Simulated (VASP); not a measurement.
Input:

```
CELL_PARAMETERS angstrom
      3.81129     0.00000     0.00000
      0.00000     3.81129     0.00000
      0.00000     0.00000     4.73012
ATOMIC_POSITIONS crystal
  Sn 0.50000 0.00000 0.24387
  Sn 0.00000 0.50000 0.75613
  O  0.00000 0.00000 0.00000
  O  0.50000 0.50000 0.00000
```

Computed with PBEsol GGA, VASP's PBE PAW potentials (set 64) (plane waves; VASP). Run with 520 eV cut-off, Gaussian smearing of 0.050 eV, potentials Sn_d O.

Without a dispersion term in the relaxation, distances and binding between the weakly bound layers, chains or molecules are unreliable, and so is what depends on them.

### Question
Give the energies of bands 14 to 23 at the high-symmetry points, in eV from the Fermi level.

### Answer

```json
[
 {"band": "14", "Γ": "-6.89", "X": "-7.57", "M": "-9.20", "Z": "-6.20", "R": "-7.75", "A": "-9.06"},
 {"band": "15", "Γ": "-6.34", "X": "-5.04", "M": "-5.15", "Z": "-6.20", "R": "-5.57", "A": "-5.70"},
 {"band": "16", "Γ": "-6.34", "X": "-5.04", "M": "-5.15", "Z": "-3.58", "R": "-5.57", "A": "-5.70"},
 {"band": "17", "Γ": "-3.50", "X": "-4.90", "M": "-2.53", "Z": "-3.22", "R": "-4.85", "A": "-2.84"},
 {"band": "18", "Γ": "-3.20", "X": "-4.90", "M": "-2.53", "Z": "-3.22", "R": "-4.85", "A": "-2.84"},
 {"band": "19", "Γ": "-3.20", "X": "-2.81", "M": "-1.92", "Z": "-3.00", "R": "-1.76", "A": "-2.53"},
 {"band": "20", "Γ": "-0.05", "X": "-2.81", "M": "-1.92", "Z": "-2.20", "R": "-1.76", "A": "-2.53"},
 {"band": "21", "Γ": "2.10", "X": "3.24", "M": "-0.15", "Z": "1.55", "R": "2.64", "A": "2.25"},
 {"band": "22", "Γ": "4.49", "X": "3.24", "M": "-0.15", "Z": "2.71", "R": "2.64", "A": "2.25"},
 {"band": "23", "Γ": "4.49", "X": "5.78", "M": "4.39", "Z": "2.71", "R": "5.23", "A": "4.16"}
]
```

It has no gap at this level: it comes out as a metal or semimetal.

The structure comes from a measured SnO entry (P4/nmm) of the Crystallography Open Database, whose conditions weren't checked. It was relaxed first, which changed the volume by -5 %.
